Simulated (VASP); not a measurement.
# CuRh2S4 (Cuprorhodsite) with PBEsol: from relaxation to properties, part 2 of 6

How well does PBEsol reproduce what experiment finds for CuRh2S4 (Cuprorhodsite)? The cell is relaxed first, and properties follow on it. The start is a cell from a database of measured crystal structures.

VASP 6.6.1; PBEsol, no spin polarisation; plane waves and PAW (Cu, Rh_pv, S).

Still holding for the runs below: This run has no spin polarisation, although Cu and Rh can carry a moment. The k-mesh is coarse for a metal.

So far. Step 2 (Relaxing cell and atoms (PBEsol)): It ends with a largest force of 0.001 eV/Å and a pressure of 0.07 GPa. The volume lies -2.4 % from that of the database's start, which holds the thermal and zero-point expansion of its experiment.

## Step 3: Second relaxation

A relaxation keeps the plane waves of the cell it began with, so it is repeated from the new cell, on a basis made for it.

INCAR

```
SYSTEM = CuRh2S4
PREC = Accurate
ENCUT = 400
EDIFF = 1E-06
NELM = 100
ISMEAR = 0
SIGMA = 0.05
LREAL = .FALSE.
ALGO = Normal
GGA = PS
NBANDS = 80
LASPH = .TRUE.
LORBIT = 11
LWAVE = .FALSE.
LCHARG = .FALSE.
KPAR = 8
IBRION = 2
NSW = 60
ISIF = 3
EDIFFG = -0.01
```

POSCAR

```
CuRh2S4
1.0
    0.0000000000      4.8555710460      4.8555710460
    4.8555710460      0.0000000000      4.8555710460
    4.8555710460      4.8555710460      0.0000000000
Cu Rh S
2 4 8
Direct
    0.0000000000      0.0000000000      0.0000000000
    0.2500000000      0.2500000000      0.2500000000
    0.6250000000      0.6250000000      0.6250000000
    0.1250000000      0.6250000000      0.6250000000
    0.6250000000      0.6250000000      0.1250000000
    0.6250000000      0.1250000000      0.6250000000
    0.3839428768      0.3839428768      0.3839428768
    0.4018286304      0.8660571232      0.8660571232
    0.3839428768      0.3839428768      0.8481713696
    0.8660571232      0.4018286304      0.8660571232
    0.8481713696      0.3839428768      0.3839428768
    0.8660571232      0.8660571232      0.8660571232
    0.3839428768      0.8481713696      0.3839428768
    0.8660571232      0.8660571232      0.4018286304
```

KPOINTS

```
Automatic mesh
0
Gamma
4 4 4
0 0 0
```

PAW data sets: Cu, Rh_pv and S (PBE family, release 64).

Launch:

```console
$ mpirun -np 8 vasp_std
```

What it wrote:

```text
[banner, memory and clock lines left out]
running    8 mpi-ranks, on    1 nodes
 distrk:  each k-point on    1 cores,    8 groups
 distr:  one band on    1 cores,    1 groups

 POSCAR found type information on POSCAR CuRhS
 POSCAR found :  3 types and      14 ions
 [... a notice as in an earlier step ...]

 [... a notice as in an earlier step ...]

 LDA part: xc-table for (Slater+PW92), standard interpolation
 POSCAR, INCAR and KPOINTS ok, starting setup
 FFT: planning ... GRIDC
 FFT: planning ... GRID_SOFT
 FFT: planning ... GRID
 WAVECAR not read
 entering main loop
       N       E                     dE             d eps       ncg     rms          rms(c)
DAV:   1     0.141229168439E+04    0.14123E+04   -0.56290E+04  1432   0.149E+03
DAV:   2     0.979644695841E+02   -0.13143E+04   -0.12500E+04  1352   0.457E+02
DAV:   3    -0.780989082417E+02   -0.17606E+03   -0.16044E+03  1616   0.162E+02
DAV:   4    -0.907955764580E+02   -0.12697E+02   -0.12503E+02  1904   0.490E+01
DAV:   5    -0.911352566167E+02   -0.33968E+00   -0.33900E+00  1792   0.739E+00    0.431E+01
DAV:   6    -0.101506109662E+03   -0.10371E+02   -0.16045E+02  1760   0.214E+02    0.286E+01
DAV:   7    -0.840781297258E+02    0.17428E+02   -0.66649E+01  1792   0.105E+02    0.175E+01
DAV:   8    -0.834625327672E+02    0.61560E+00   -0.19729E+01  1992   0.662E+01    0.894E+00
DAV:   9    -0.837891647456E+02   -0.32663E+00   -0.38374E+00  1808   0.860E+00    0.605E+00
DAV:  10    -0.834818239276E+02    0.30734E+00   -0.18000E+00  1824   0.299E+01    0.231E+00
DAV:  11    -0.834387667214E+02    0.43057E-01   -0.37120E-01  1888   0.130E+01    0.128E+00
DAV:  12    -0.834426190659E+02   -0.38523E-02   -0.49760E-02  1824   0.104E+00    0.783E-01
DAV:  13    -0.834344867686E+02    0.81323E-02   -0.15471E-02  1896   0.248E+00    0.303E-01
DAV:  14    -0.834343012595E+02    0.18551E-03   -0.23787E-03  1936   0.296E-01    0.220E-01
DAV:  15    -0.834339846801E+02    0.31658E-03   -0.10181E-03  1600   0.658E-01    0.998E-02
DAV:  16    -0.834339540418E+02    0.30638E-04   -0.20428E-04  2024   0.202E-01    0.598E-02
DAV:  17    -0.834339335087E+02    0.20533E-04   -0.75763E-05  2000   0.162E-01    0.359E-02
DAV:  18    -0.834339325057E+02    0.10031E-05   -0.35501E-05  1864   0.351E-02    0.172E-02
DAV:  19    -0.834339312681E+02    0.12376E-05   -0.20572E-06   968   0.194E-02    0.132E-02
DAV:  20    -0.834339326305E+02   -0.13624E-05   -0.25334E-06  1016   0.299E-02    0.138E-02
DAV:  21    -0.834339291238E+02    0.35067E-05   -0.65740E-06  1368   0.582E-02    0.311E-03
DAV:  22    -0.834339294152E+02   -0.29143E-06   -0.23253E-06   992   0.510E-03
   1 F= -.83433929E+02 E0= -.83425602E+02  d E =-.834339E+02
 curvature:   0.00 expect dE= 0.000E+00 dE for cont linesearch  0.000E+00
 trial: gam= 0.00000 g(F)=  0.787E-08 g(S)=  0.324E-04 ort = 0.000E+00 (trialstep = 0.100E+01)
 search vector abs. value=  0.324E-04
 reached required accuracy - stopping structural energy minimisation
```

Elapsed: 35 s, on 8 MPI ranks of Intel Xeon 6975P-C (Granite Rapids), shared host; peak memory 3.1 GiB.

OUTCAR, selected parts (step 3):

```text
  LATTYP: Found a face centered cubic cell.
 ALAT       =     9.7111420920

 Found      8 irreducible k-points:

   ENCUT  =  400.0 eV  29.40 Ry    5.42 a.u.  11.20 11.20 11.20*2*pi/ulx,y,z

   NELECT =     130.0000    total number of electrons

 E-fermi :   7.0424

 k-point     1 :       0.0000    0.0000    0.0000
  band No.  band energies     occupation
    ...
     62       5.9084      2.00000
     63       5.9084      2.00000
     64       6.9264      1.99896
     65       6.9264      1.99896
     66       6.9264      1.99896
     67       9.6738      0.00000
     68       9.6738      0.00000
     69       9.6738      0.00000
     70       9.8739      0.00000
     71       9.8739      0.00000
    ...

 k-point     2 :       0.2500    0.0000    0.0000
  band No.  band energies     occupation
    ...
     62       5.9553      2.00000
     63       6.0195      2.00000
     64       6.7254      2.00000
     65       6.9515      1.98987
     66       6.9515      1.98987
     67       9.1518      0.00000
     68       9.1518      0.00000
     69       9.2465      0.00000
     70       9.2973      0.00000
     71       9.5045      0.00000
    ...

  Total        0.0559746      0.0559746      0.0559746      0.0000000     -0.0000000     -0.0000000
  in kB        0.3916975      0.3916975      0.3916975      0.0000000     -0.0000000     -0.0000000
  external PRESSURE =       0.3916975 kB  Pullay stress =       0.0000000 kB

  energy-cutoff  :      400.00
  volume of cell :      228.96
      direct lattice vectors                 reciprocal lattice vectors
     0.000000000  4.855571046  4.855571046    -0.102974500  0.102974500  0.102974500
     4.855571046  0.000000000  4.855571046     0.102974500 -0.102974500  0.102974500
     4.855571046  4.855571046  0.000000000     0.102974500  0.102974500 -0.102974500

 POSITION                                       TOTAL-FORCE (eV/Angst)
 -----------------------------------------------------------------------------------
      0.00000      0.00000      0.00000         0.000000     -0.000000     -0.000000
      2.42779      2.42779      2.42779         0.000000     -0.000000      0.000000
      6.06946      6.06946      6.06946         0.000000     -0.000000     -0.000000
      6.06946      3.64168      3.64168         0.000000     -0.000000     -0.000000
      3.64168      3.64168      6.06946         0.000000     -0.000000     -0.000000
      3.64168      6.06946      3.64168         0.000000     -0.000000      0.000000
      3.72852      3.72852      3.72852         0.000082      0.000082      0.000082
      8.41040      6.15631      6.15631        -0.000082      0.000082      0.000082
      5.98262      5.98262      3.72852        -0.000082     -0.000082      0.000082
      6.15631      8.41040      6.15631         0.000082     -0.000082      0.000082
      3.72852      5.98262      5.98262         0.000082     -0.000082     -0.000082
      8.41040      8.41040      8.41040        -0.000082     -0.000082     -0.000082
      5.98262      3.72852      5.98262        -0.000082      0.000082     -0.000082
      6.15631      6.15631      8.41040         0.000082      0.000082     -0.000082
 -----------------------------------------------------------------------------------
    total drift:                                0.000000      0.000000     -0.000000

  FREE ENERGIE OF THE ION-ELECTRON SYSTEM (eV)
  ---------------------------------------------------
  free  energy   TOTEN  =       -83.4339294152 eV

  energy  without entropy=      -83.4172752437  energy(sigma->0) =      -83.42560233

 total charge
# of ion       s       p       d       tot
------------------------------------------
    1        0.419   0.446   9.168  10.033
    2        0.419   0.446   9.168  10.033
    3        0.389   6.353   7.174  13.916
    4        0.389   6.353   7.174  13.916
    5        0.389   6.353   7.174  13.916
    6        0.389   6.353   7.174  13.916
    7        1.328   2.319   0.000   3.646
    8        1.328   2.319   0.000   3.646
    9        1.328   2.319   0.000   3.646
   10        1.328   2.319   0.000   3.646
   11        1.328   2.319   0.000   3.646
   12        1.328   2.319   0.000   3.646
   13        1.328   2.319   0.000   3.646
   14        1.328   2.319   0.000   3.646
--------------------------------------------------
tot         13.014  44.853  47.034 104.901

[... 6 parts as in an earlier step ...]

[... 6 further parts left out ...]
```

Little changed from the start: no atom moved by 0.005 Å and no cell edge by 0.1 %.

Numbers from this step:

```
free energy (TOTEN)             : -83.4339 eV
energy at zero smearing         : -83.4256 eV
pressure                        : 0.03917 GPa
SCF cycles over all ionic steps : 22
```

It ends with forces under 0.001 eV/Å and a pressure of 0.04 GPa. The volume moved by under 0.01 %: the run met its threshold at the first step.

## Step 4: Single point with fields (PBEsol)

The relaxed cell gets a fresh self-consistent run, on a basis set for its own volume, to fix the density and to check the remaining stress.

Changes to INCAR since step 3:

```diff
@@ -14,7 +14,5 @@
 LWAVE = .FALSE.
-LCHARG = .FALSE.
-KPAR = 8
-IBRION = 2
-NSW = 60
-ISIF = 3
-EDIFFG = -0.01
+LCHARG = .TRUE.
+ISIF = 2
+LELF = .TRUE.
+LVHAR = .TRUE.
```

POSCAR is that of step 3.

KPOINTS is that of step 3.

Launch:

```console
$ mpirun -np 8 vasp_std
```

What it wrote:

```text
[banner, memory and clock lines left out]
running    8 mpi-ranks, on    1 nodes
 distrk:  each k-point on    8 cores,    1 groups
 distr:  one band on    1 cores,    8 groups

 POSCAR found type information on POSCAR CuRhS
 POSCAR found :  3 types and      14 ions
 [... a notice as in an earlier step ...]

 [... a notice as in an earlier step ...]

 LDA part: xc-table for (Slater+PW92), standard interpolation
 POSCAR, INCAR and KPOINTS ok, starting setup
 FFT: planning ... GRIDC
 FFT: planning ... GRID_SOFT
 FFT: planning ... GRID
 WAVECAR not read
 entering main loop
       N       E                     dE             d eps       ncg     rms          rms(c)
[... 1 cycle as in an earlier step ...]
DAV:   2     0.979644695826E+02   -0.13143E+04   -0.12500E+04  1352   0.457E+02
DAV:   3    -0.780989082432E+02   -0.17606E+03   -0.16044E+03  1616   0.162E+02
[... 1 cycle as in an earlier step ...]
DAV:   5    -0.911352566181E+02   -0.33968E+00   -0.33900E+00  1792   0.739E+00    0.431E+01
DAV:   6    -0.101506109665E+03   -0.10371E+02   -0.16045E+02  1760   0.214E+02    0.286E+01
DAV:   7    -0.840781297269E+02    0.17428E+02   -0.66649E+01  1792   0.105E+02    0.175E+01
DAV:   8    -0.834625327684E+02    0.61560E+00   -0.19729E+01  1992   0.662E+01    0.894E+00
DAV:   9    -0.837891647466E+02   -0.32663E+00   -0.38374E+00  1808   0.860E+00    0.605E+00
DAV:  10    -0.834818239291E+02    0.30734E+00   -0.18000E+00  1824   0.299E+01    0.231E+00
DAV:  11    -0.834387667227E+02    0.43057E-01   -0.37120E-01  1888   0.130E+01    0.128E+00
DAV:  12    -0.834426190676E+02   -0.38523E-02   -0.49760E-02  1824   0.104E+00    0.783E-01
DAV:  13    -0.834344867694E+02    0.81323E-02   -0.15471E-02  1896   0.248E+00    0.303E-01
DAV:  14    -0.834343012613E+02    0.18551E-03   -0.23787E-03  1936   0.296E-01    0.220E-01
DAV:  15    -0.834339846824E+02    0.31658E-03   -0.10181E-03  1600   0.658E-01    0.998E-02
DAV:  16    -0.834339540418E+02    0.30641E-04   -0.20428E-04  2024   0.202E-01    0.598E-02
DAV:  17    -0.834339335093E+02    0.20533E-04   -0.75763E-05  2000   0.162E-01    0.359E-02
DAV:  18    -0.834339325069E+02    0.10024E-05   -0.35501E-05  1864   0.351E-02    0.172E-02
DAV:  19    -0.834339312695E+02    0.12374E-05   -0.20572E-06   968   0.194E-02    0.132E-02
DAV:  20    -0.834339326319E+02   -0.13625E-05   -0.25334E-06  1016   0.299E-02    0.138E-02
DAV:  21    -0.834339291245E+02    0.35075E-05   -0.65740E-06  1368   0.582E-02    0.311E-03
DAV:  22    -0.834339294169E+02   -0.29243E-06   -0.23253E-06   992   0.510E-03
   1 F= -.83433929E+02 E0= -.83425602E+02  d E =-.166542E-01
```

Run time: 32 s. Hardware: 8 MPI ranks; peak memory 1.3 GiB; 4.1 min of CPU time.

Parts of OUTCAR (step 4):

```text
 Found      8 irreducible k-points:

   NELECT =     130.0000    total number of electrons

 E-fermi :   7.0424

  Total        0.0559746      0.0559746      0.0559746      0.0000000      0.0000000      0.0000000
  in kB        0.3916976      0.3916976      0.3916976      0.0000000      0.0000000      0.0000000
  external PRESSURE =       0.3916976 kB  Pullay stress =       0.0000000 kB

 POSITION                                       TOTAL-FORCE (eV/Angst)
 -----------------------------------------------------------------------------------
      0.00000      0.00000      0.00000        -0.000000     -0.000000      0.000000
      2.42779      2.42779      2.42779        -0.000000     -0.000000      0.000000
      6.06946      6.06946      6.06946        -0.000000     -0.000000      0.000000
      6.06946      3.64168      3.64168        -0.000000     -0.000000      0.000000
      3.64168      3.64168      6.06946        -0.000000     -0.000000      0.000000
      3.64168      6.06946      3.64168        -0.000000     -0.000000      0.000000
      3.72852      3.72852      3.72852         0.000082      0.000082      0.000082
      8.41040      6.15631      6.15631        -0.000082      0.000082      0.000082
      5.98262      5.98262      3.72852        -0.000082     -0.000082      0.000082
      6.15631      8.41040      6.15631         0.000082     -0.000082      0.000082
      3.72852      5.98262      5.98262         0.000082     -0.000082     -0.000082
      8.41040      8.41040      8.41040        -0.000082     -0.000082     -0.000082
      5.98262      3.72852      5.98262        -0.000082      0.000082     -0.000082
      6.15631      6.15631      8.41040         0.000082      0.000082     -0.000082
 -----------------------------------------------------------------------------------
    total drift:                                0.000000      0.000000     -0.000000

  FREE ENERGIE OF THE ION-ELECTRON SYSTEM (eV)
  ---------------------------------------------------
  free  energy   TOTEN  =       -83.4339294169 eV

  energy  without entropy=      -83.4172752454  energy(sigma->0) =      -83.42560233

[... 17 parts as in an earlier step ...]
```

This step gave:

```yaml
scf_cycles: 22
```

Valence electrons inside each PAW sphere by angular momentum. Sphere charges, by row:

| atom | s (e) | p (e) | d (e) | tot (e) |
| --- | --- | --- | --- | --- |
| Cu1 | 0.419 | 0.446 | 9.168 | 10.03 |
| Cu2 | 0.419 | 0.446 | 9.168 | 10.03 |
| Rh3 | 0.389 | 6.353 | 7.174 | 13.92 |
| Rh4 | 0.389 | 6.353 | 7.174 | 13.92 |
| Rh5 | 0.389 | 6.353 | 7.174 | 13.92 |
| Rh6 | 0.389 | 6.353 | 7.174 | 13.92 |
| S7 | 1.328 | 2.319 | 0 | 3.646 |
| S8 | 1.328 | 2.319 | 0 | 3.646 |
| S9 | 1.328 | 2.319 | 0 | 3.646 |
| S10 | 1.328 | 2.319 | 0 | 3.646 |
| S11 | 1.328 | 2.319 | 0 | 3.646 |
| S12 | 1.328 | 2.319 | 0 | 3.646 |
| S13 | 1.328 | 2.319 | 0 | 3.646 |
| S14 | 1.328 | 2.319 | 0 | 3.646 |

Valence density in the ac plane at fractional y = 0.384, with atoms of S within 0.2 Å of it. It is the smooth field of the valence electrons, not physical close to the nuclei.

Ten even steps from '_' (0.0 e/Å³) to '@' (1.1 e/Å³), each cell a mean:
```
______..==%%@@%%==..______--##@@@@##--
::____..==%%%%##%%==..____::####==**##
++..__..--%%**__**##--..__::++%%--==@@
**::....::++%%++**@@++::....--**%%##@@
++::......::++%%%%%%++::......--++####
::..........::==++++--::........::::--
______..........::::::..........______
______..::::::............::::::..____
______..--++++==::......::--++++--..__
______..==%%@@%%++::....::++%%@@##==..
..____..==%%##++%%++::..::++%%****%%==
--......--%%##__++%%==....==%%++__##%%
++::::::::++@@####@@++::..::++%%**%%@@
++----====--++%%%%%%++::....::++%%%%%%
--::--##%%==::--====--::......::--====
....::==##==::........................
______::----::..__________......______
______..::--::..__________..::::..____
______..--++++--..________::++**++::__
```
Columns run along a (6.9 Å), rows up along c (6.9 Å). Atoms in or near the plane, at fractional coordinates: S at (0.38, 0.38), S at (0.38, 0.85), S at (0.87, 0.87), S at (0.85, 0.38).

Electrostatic potential energy in the ac plane at fractional y = 0.384, with atoms of S within 0.2 Å of it. With pseudopotentials it is smooth inside the atoms' cores, unlike the true potential.

Ten even steps from '_' (-92 eV) to '@' (4 eV), each cell a mean:
```
@@@@@@@@@@**++**%%@@@@@@@@@@**----**@@
@@@@@@@@%%++....==%%@@@@@@@@**..__..**
%%@@@@@@@@**..__..**@@@@@@@@%%--____--
%%@@@@@@@@%%==____==%%@@@@@@@@##--..--
%%@@@@@@@@@@%%++==++%%@@@@@@@@@@%%****
@@@@@@@@@@@@@@@@%%%%@@@@@@@@@@@@@@@@@@
@@@@@@@@@@@@@@@@@@@@@@@@@@@@@@@@@@@@@@
@@@@@@@@@@@@@@@@@@@@@@@@@@@@@@@@@@@@@@
@@@@@@@@@@%%%%@@@@@@@@@@@@@@%%%%@@@@@@
@@@@@@@@%%**==++%%@@@@@@@@%%++==**%%@@
@@@@@@@@%%++____==%%@@@@@@%%==__..==%%
@@@@@@@@@@**..____++@@@@@@@@++____..**
@@@@@@@@@@%%++..__==%%@@@@@@%%==....++
@@@@%%%%%%@@%%**++**%%@@@@@@@@%%**++**
@@@@%%####%%@@@@%%%%@@@@@@@@@@@@@@%%@@
@@@@@@%%##%%@@@@@@@@@@@@@@@@@@@@@@@@@@
@@@@@@@@%%%%@@@@@@@@@@@@@@@@@@@@@@@@@@
@@@@@@@@@@@@@@@@@@@@@@@@@@@@@@@@@@@@@@
@@@@@@@@@@@@@@@@@@@@@@@@@@@@%%%%%%@@@@
```
Columns run along a (6.9 Å; values clipped at the 3rd and 97th percentile), rows up along c (6.9 Å). Atoms in or near the plane, at fractional coordinates: S at (0.38, 0.38), S at (0.38, 0.85), S at (0.87, 0.87), S at (0.85, 0.38).

ELF in the ac plane at fractional y = 0.384, with atoms of S within 0.2 Å of it. It is the smooth field of the valence electrons, not physical close to the nuclei.

Values, 10 rows by 16 columns, each cell a mean:
```
0.41 0.12 0.26 0.68 0.84 0.80 0.78 0.74 0.42 0.12 0.25 0.68 0.78 0.68 0.69 0.72
0.79 0.41 0.19 0.45 0.78 0.66 0.42 0.69 0.77 0.42 0.19 0.45 0.78 0.69 0.53 0.76
0.74 0.47 0.21 0.20 0.35 0.62 0.70 0.73 0.74 0.49 0.21 0.19 0.35 0.62 0.73 0.75
0.25 0.18 0.17 0.23 0.24 0.21 0.25 0.34 0.33 0.22 0.16 0.22 0.25 0.22 0.22 0.26
0.05 0.05 0.24 0.59 0.74 0.70 0.53 0.30 0.16 0.15 0.31 0.62 0.74 0.70 0.51 0.23
0.39 0.13 0.26 0.67 0.83 0.66 0.56 0.68 0.47 0.18 0.32 0.70 0.69 0.56 0.73 0.75
0.72 0.26 0.18 0.33 0.69 0.80 0.59 0.69 0.77 0.43 0.18 0.46 0.74 0.62 0.64 0.86
0.68 0.27 0.19 0.18 0.23 0.48 0.74 0.78 0.75 0.49 0.21 0.19 0.36 0.63 0.75 0.80
0.24 0.17 0.17 0.19 0.19 0.18 0.21 0.26 0.25 0.17 0.17 0.23 0.25 0.22 0.22 0.26
0.05 0.06 0.24 0.48 0.58 0.58 0.46 0.22 0.06 0.05 0.24 0.59 0.74 0.70 0.51 0.22
```
Columns run along a (6.9 Å), rows up along c (6.9 Å). Atoms in or near the plane, at fractional coordinates: S at (0.38, 0.38), S at (0.38, 0.85), S at (0.87, 0.87), S at (0.85, 0.38).

In this run the pressure is 0.04 GPa, small enough to go on.

[end of part 2 of 6]

[Lines on the potential files, build, host, timing and source positions are cut from VASP's logs without a mark.]

[Logs are printed without paths, hosts, clocks, repeated set-up lines and the standing remarks that a program may print on its own settings, such as how far it seeks lower states.]

[Hosts, paths, dates, database ids (printed as entryN), source tags and the programs' standing remarks are cut or masked in the printed files.]

[A measured line is paired with the nearest computed mode of its activity, which favours agreement.]

[In band tables of VASP the shares of atoms and orbitals are scaled to a sum of 1 inside the atoms' spheres.]
